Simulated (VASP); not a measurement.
OSZICAR of a VASP run on Au (fcc):

**OSZICAR**
```
       N       E                     dE             d eps       ncg     rms          rms(c)
DAV:   1     0.419778875369E+02    0.41978E+02   -0.59093E+03  2384   0.110E+03
DAV:   2    -0.436335295361E+01   -0.46341E+02   -0.43156E+02  2250   0.204E+02
DAV:   3    -0.473064469916E+01   -0.36729E+00   -0.36719E+00  2510   0.191E+01
DAV:   4    -0.473156939365E+01   -0.92469E-03   -0.92468E-03  2496   0.101E+00
DAV:   5    -0.473157439070E+01   -0.49971E-05   -0.49979E-05  2434   0.695E-02    0.126E+01
DAV:   6    -0.443842676100E+01    0.29315E+00   -0.85836E-01  2208   0.918E+00    0.755E+00
DAV:   7    -0.440838566599E+01    0.30041E-01   -0.10700E-01  2303   0.313E+00    0.302E+00
DAV:   8    -0.440459323542E+01    0.37924E-02   -0.39906E-03  2280   0.769E-01    0.271E-01
DAV:   9    -0.440459215954E+01    0.10759E-05   -0.10150E-05  2406   0.399E-02    0.102E-02
DAV:  10    -0.440459328446E+01   -0.11249E-05   -0.95950E-07  2422   0.908E-03    0.183E-03
DAV:  11    -0.440459328270E+01    0.17610E-08   -0.20597E-08  1331   0.155E-03
   1 F= -.44045933E+01 E0= -.44045255E+01  d E =-.203460E-03
```

Question: Which electronic solver shows in the log?

Answer: It is blocked Davidson (ALGO = Normal, or the opening steps of other solvers). The INCAR had ALGO = Normal.

Question: Can the final energy be trusted as converged?

Answer: The run converged. It stopped with EDIFF = 1E-7, NELM = 100 (LDA (Ceperley-Alder, Perdew-Zunger), plane waves, VASP's LDA PAW potentials (set 64)).

The compound is Au in the fcc structure. This cell is one point of a volume scan, at 0.94 of the reference volume.
